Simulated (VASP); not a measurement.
These are vdW-DF2, VASP's PBE PAW potentials (set 64) (plane waves; VASP) values and carry that method's errors.

Input for VASP

### INCAR
```
SYSTEM = ZnSe
PREC = Accurate; ENCUT = 520; LREAL = .FALSE.
LASPH = .TRUE.
EDIFF = 1E-7; NELM = 100; ALGO = Normal
LMAXMIX = 4
ISMEAR = 0; SIGMA = 0.05
GGA = ML; LUSE_VDW = .TRUE.; AGGAC = 0.0
ZAB_VDW = -1.8867
ISIF = 2
LWAVE = .FALSE.; LCHARG = .FALSE.
```

File KPOINTS:
```
Automatic mesh
0
Gamma
8 8 8
0 0 0
```

File POSCAR:
```
ZnSe
2.948120
  0.0000000000   1.0000000475   1.0000000475
  1.0000000475   0.0000000000   1.0000000475
  1.0000000475   1.0000000475   0.0000000000
Zn Se
1 1
Cart
  1.0000000475   1.0000000475   2.0000000949
  0.5000000237   0.5000000237   0.5000000237
```

POTCAR, in this order: Zn Se (PBE.64 set). Program: vasp_std.

Question: Predict the energy per atom (σ→0), band gap (on the k-mesh).

Answer: 
| Property | Value |
|---|---|
| energy per atom (σ→0) | -0.385 eV/atom |
| band gap (on the k-mesh) | 0.57 eV |

### OSZICAR
```
...
DAV:   6    -0.779434667785E+00    0.34201E+00   -0.86953E-01  1140   0.255E+01    0.271E+00
DAV:   7    -0.768937220024E+00    0.10497E-01   -0.18003E-01   809   0.438E+00    0.121E+00
DAV:   8    -0.769938388509E+00   -0.10012E-02   -0.47803E-03   849   0.677E-01    0.435E-01
DAV:   9    -0.770389189618E+00   -0.45080E-03   -0.15512E-03   819   0.408E-01    0.713E-02
DAV:  10    -0.770426324494E+00   -0.37135E-04   -0.51089E-05   879   0.914E-02    0.159E-02
DAV:  11    -0.770432506435E+00   -0.61819E-05   -0.12701E-05   854   0.503E-02    0.237E-03
DAV:  12    -0.770432436884E+00    0.69551E-07   -0.45405E-07   859   0.973E-03
   1 F= -.77043244E+00 E0= -.77043244E+00  d E =-.625391E-15
```

The compound is ZnSe in the zinc blende structure. It was relaxed first, which changed the volume by +12 %.
